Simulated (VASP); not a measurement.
Calculation: PBE GGA with D3 dispersion (Becke-Johnson damping), VASP's PBE PAW potentials (set 64) (plane waves; VASP).

Input for VASP

**INCAR**
```
IBRION = 2   ! conjugate gradients
ISMEAR = 1   ! Methfessel-Paxton
LASPH = .TRUE.   ! aspherical one-centre terms
ENCUT = 400   ! plane-wave cut-off (eV)
ALGO = Normal
ISIF = 3   ! ions, shape and volume
SYSTEM = TiTe2
LMAXMIX = 4   ! l cut-off of mixed one-centre charges
IVDW = 12   ! D3, Becke-Johnson
LCHARG = .FALSE.
EDIFF = 1E-6
LREAL = .FALSE.
EDIFFG = -0.02
LWAVE = .FALSE.
SIGMA = 0.1   ! width (eV)
NELM = 100
GGA = PE   ! PBE
PREC = Accurate
NSW = 60   ! most ionic steps
```

**KPOINTS**
```
K-points
0
gamma
9 9 5
0 0 0
```

**POSCAR**
```
TiTe2
1
    3.7155213785     0.0000000000     0.0000000000
   -1.8577606892     3.2177359495    -0.0000000000
    0.0000000000    -0.0000000000     6.3334034321
Ti Te
1 2
Direct
  0.0000000000   0.0000000000   1.0000000000
  0.6666670000   0.3333330000   0.2710397735
  0.3333330000   0.6666670000   0.7289602265
```

POTCAR, in this order: Ti_sv Te (PBE.64 set). Program: vasp_std.

The resulting files:

**OUTCAR**
```
 ion  position               nearest neighbor table
   1  0.000  0.000  0.000-   2 2.75   3 2.75   2 2.75   3 2.75   2 2.75   3 2.75
   2  0.667  0.333  0.271-   1 2.75   1 2.75   1 2.75   3 3.61   3 3.61   3 3.61
   3  0.333  0.667  0.729-   1 2.75   1 2.75   1 2.75   2 3.61   2 3.61   2 3.61
  LATTYP: Found a hexagonal cell.
 ALAT       =     3.7155213785
 C/A-ratio  =     1.7045800002
 Subroutine PRICEL returns:
 Original cell was already a primitive cell.
 Subroutine GETGRP returns: Found 12 space group operations
The static configuration has the point symmetry D_3d.
The dynamic configuration has the point symmetry D_3d.
 Subroutine INISYM returns: Found 12 space group operations
 Subroutine IBZKPT returns following result:
 Found     50 irreducible k-points:

 Following reciprocal coordinates:
            Coordinates               Weight
  0.000000  0.000000  0.000000      1.000000
  0.111111 -0.000000  0.000000      6.000000
  0.222222 -0.000000  0.000000      6.000000
  0.333333 -0.000000  0.000000      6.000000
  0.444444 -0.000000  0.000000      6.000000
  0.111111  0.111111  0.000000      6.000000
  0.222222  0.111111  0.000000     12.000000
  0.333333  0.111111  0.000000     12.000000
  0.444444  0.111111  0.000000      6.000000
  0.222222  0.222222  0.000000      6.000000
  0.333333  0.222222  0.000000     12.000000
  0.333333  0.333333  0.000000      2.000000
  0.000000  0.000000  0.200000      2.000000
  0.111111 -0.000000  0.200000      6.000000
  0.000000  0.111111  0.200000      6.000000
  0.222222 -0.000000  0.200000      6.000000
  0.000000  0.222222  0.200000      6.000000
  0.333333 -0.000000  0.200000      6.000000
  0.000000  0.333333  0.200000      6.000000
  0.444444 -0.000000  0.200000      6.000000
  0.000000  0.444444  0.200000      6.000000
  0.111111  0.111111  0.200000     12.000000
...
```

OSZICAR:
```
       N       E                     dE             d eps       ncg     rms          rms(c)
DAV:   1     0.157689225603E+03    0.15769E+03   -0.96036E+03  1608   0.117E+03
DAV:   2    -0.442692170341E+01   -0.16212E+03   -0.16107E+03  1800   0.312E+02
DAV:   3    -0.178435430445E+02   -0.13417E+02   -0.12923E+02  2624   0.832E+01
DAV:   4    -0.181599440252E+02   -0.31640E+00   -0.31613E+00  1952   0.134E+01
DAV:   5    -0.181729914309E+02   -0.13047E-01   -0.13047E-01  2576   0.238E+00    0.125E+01
DAV:   6    -0.182234531245E+02   -0.50462E-01   -0.47326E+01  2176   0.432E+01    0.133E+01
DAV:   7    -0.163591534805E+02    0.18643E+01   -0.33527E+01  2224   0.343E+01    0.504E+00
DAV:   8    -0.161480591748E+02    0.21109E+00   -0.17214E+00  1976   0.957E+00    0.190E+00
DAV:   9    -0.161635568025E+02   -0.15498E-01   -0.19244E-01  2192   0.295E+00    0.134E+00
DAV:  10    -0.161542021505E+02    0.93547E-02   -0.30888E-01  2040   0.389E+00    0.879E-01
DAV:  11    -0.161494610502E+02    0.47411E-02   -0.25615E-02  2024   0.118E+00    0.430E-01
DAV:  12    -0.161492983389E+02    0.16271E-03   -0.76028E-04  2048   0.201E-01    0.262E-01
DAV:  13    -0.161491977485E+02    0.10059E-03   -0.45962E-04  2184   0.148E-01    0.582E-02
DAV:  14    -0.161491943488E+02    0.33997E-05   -0.14528E-05  1992   0.294E-02    0.463E-02
DAV:  15    -0.161491906559E+02    0.36929E-05   -0.93610E-06  1872   0.224E-02    0.235E-02
DAV:  16    -0.161491894189E+02    0.12370E-05   -0.10797E-05  1832   0.207E-02    0.332E-03
DAV:  17    -0.161491895384E+02   -0.11956E-06   -0.25159E-07   808   0.437E-03
   1 F= -.17713587E+02 E0= -.17713525E+02  d E =-.177136E+02
       N       E                     dE             d eps       ncg     rms          rms(c)
DAV:   1    -0.161487515177E+02    0.43790E-03   -0.18824E-01  1720   0.557E+00    0.653E-01
DAV:   2    -0.161476022273E+02    0.11493E-02   -0.93052E-02  1912   0.259E+00    0.416E-01
DAV:   3    -0.161435111736E+02    0.40911E-02   -0.47587E-02  2048   0.127E+00    0.241E-01
DAV:   4    -0.161427803723E+02    0.73080E-03   -0.39000E-03  2168   0.558E-01    0.761E-02
DAV:   5    -0.161428166661E+02   -0.36294E-04   -0.35369E-04  2048   0.116E-01    0.783E-02
DAV:   6    -0.161428523285E+02   -0.35662E-04   -0.11087E-04  2696   0.590E-02    0.260E-02
DAV:   7    -0.161428583257E+02   -0.59972E-05   -0.99372E-06  1776   0.247E-02    0.567E-03
DAV:   8    -0.161428585633E+02   -0.23757E-06   -0.26181E-06  1752   0.867E-03
   2 F= -.17714827E+02 E0= -.17714774E+02  d E =-.123959E-02
       N       E                     dE             d eps       ncg     rms          rms(c)
DAV:   1    -0.161409554393E+02    0.19029E-02   -0.13778E-01  1720   0.476E+00    0.562E-01
DAV:   2    -0.161401002359E+02    0.85520E-03   -0.68443E-02  1920   0.223E+00    0.355E-01
DAV:   3    -0.161370928020E+02    0.30074E-02   -0.34857E-02  2048   0.109E+00    0.207E-01
DAV:   4    -0.161365571212E+02    0.53568E-03   -0.28289E-03  2176   0.476E-01    0.650E-02
DAV:   5    -0.161365829696E+02   -0.25848E-04   -0.25891E-04  2040   0.992E-02    0.668E-02
DAV:   6    -0.161366093046E+02   -0.26335E-04   -0.81274E-05  2696   0.508E-02    0.222E-02
DAV:   7    -0.161366137845E+02   -0.44800E-05   -0.71770E-06  1760   0.202E-02    0.514E-03
DAV:   8    -0.161366139906E+02   -0.20613E-06   -0.17476E-06  1408   0.765E-03
   3 F= -.17715082E+02 E0= -.17715022E+02  d E =-.149462E-02
       N       E                     dE             d eps       ncg     rms          rms(c)
DAV:   1    -0.161439769014E+02   -0.73631E-02   -0.90641E-02  1664   0.380E+00    0.457E-01
DAV:   2    -0.161449161739E+02   -0.93927E-03   -0.74324E-02  2160   0.202E+00    0.394E-01
DAV:   3    -0.161415128991E+02    0.34033E-02   -0.33312E-02  2144   0.109E+00    0.180E-01
DAV:   4    -0.161413022276E+02    0.21067E-03   -0.74320E-04  2296   0.254E-01    0.455E-02
DAV:   5    -0.161412850398E+02    0.17188E-04   -0.31778E-04  2544   0.122E-01    0.410E-02
DAV:   6    -0.161412928884E+02   -0.78486E-05   -0.37258E-05  1912   0.592E-02    0.879E-03
DAV:   7    -0.161412941559E+02   -0.12676E-05   -0.13803E-05  2496   0.218E-02    0.806E-03
DAV:   8    -0.161412939583E+02    0.19763E-06   -0.11937E-06   944   0.960E-03
   4 F= -.17715075E+02 E0= -.17714989E+02  d E =0.670372E-05
       N       E                     dE             d eps       ncg     rms          rms(c)
DAV:   1    -0.161397860301E+02    0.15081E-02   -0.23086E-02  1664   0.192E+00    0.229E-01
DAV:   2    -0.161399933171E+02   -0.20729E-03   -0.18083E-02  2152   0.100E+00    0.196E-01
DAV:   3    -0.161391668573E+02    0.82646E-03   -0.84502E-03  2144   0.550E-01    0.924E-02
DAV:   4    -0.161391108934E+02    0.55964E-04   -0.21481E-04  2312   0.135E-01    0.226E-02
DAV:   5    -0.161391097792E+02    0.11141E-05   -0.80788E-05  2528   0.618E-02    0.209E-02
DAV:   6    -0.161391140267E+02   -0.42475E-05   -0.11872E-05  1992   0.331E-02    0.436E-03
DAV:   7    -0.161391149390E+02   -0.91231E-06   -0.35925E-06  1808   0.128E-02
   5 F= -.17715267E+02 E0= -.17715194E+02  d E =-.185125E-03
```

### OUTCAR
```
------------------------ aborting loop because EDIFF is reached ----------------------------------------
 Edisp (eV)   -1.57615
  FORCE on cell =-STRESS in cart. coord.  units (eV):
  Direction    XX          YY          ZZ          XY          YZ          ZX
  --------------------------------------------------------------------------------------
  Total       0.02546     0.02546    -0.00996     0.00000     0.00000     0.00000
  in kB       0.54289     0.54289    -0.21236     0.00000     0.00000     0.00000
  external pressure =        0.29 kB  Pullay stress =        0.00 kB
  volume of cell :       75.15
      direct lattice vectors                 reciprocal lattice vectors
     3.692729383 -0.000000000 -0.000000000     0.270802406  0.156347839  0.000000000
    -1.846364691  3.197997501 -0.000000000     0.000000000  0.312695679  0.000000000
    -0.000000000 -0.000000000  6.363236484     0.000000000  0.000000000  0.157152732
 POSITION                                       TOTAL-FORCE (eV/Angst)
 -----------------------------------------------------------------------------------
     -0.00000     -0.00000      6.36324        -0.000000     -0.000000      0.000000
      1.84637      1.06600      1.73125         0.000000     -0.000000      0.006529
     -0.00000      2.13200      4.63198        -0.000000      0.000000     -0.006529
 -----------------------------------------------------------------------------------
    total drift:                               -0.000000      0.000000      0.000000
  FREE ENERGIE OF THE ION-ELECTRON SYSTEM (eV)
  ---------------------------------------------------
  free  energy   TOTEN  =       -17.7152667796 eV

  energy  without entropy=      -17.7150485180  energy(sigma->0) =      -17.71519403

 reached required accuracy - stopping structural energy minimisation
```
(Selected blocks of OUTCAR.)

File CONTCAR:
```
TiTe2
   1.00000000000000
     3.6927293827252190   -0.0000000000003547   -0.0000000000000000
    -1.8463646913132234    3.1979975012828428   -0.0000000000000000
    -0.0000000000000000   -0.0000000000000000    6.3632364840031839
  Ti              Te
     1     2
Direct
     0.0000000000000000    0.0000000000000000    1.0000000000000000
     0.6666669999999968    0.3333330000000032    0.2720712803049507
     0.3333330000000032    0.6666669999999968    0.7279287196950492
```

The structure comes from a measured TiTe2 entry (P-3m1) of the Crystallography Open Database, whose conditions weren't checked. This run relaxes it. Symmetry was kept, so distortions that lower it aren't found. The start is the result of an earlier pass.
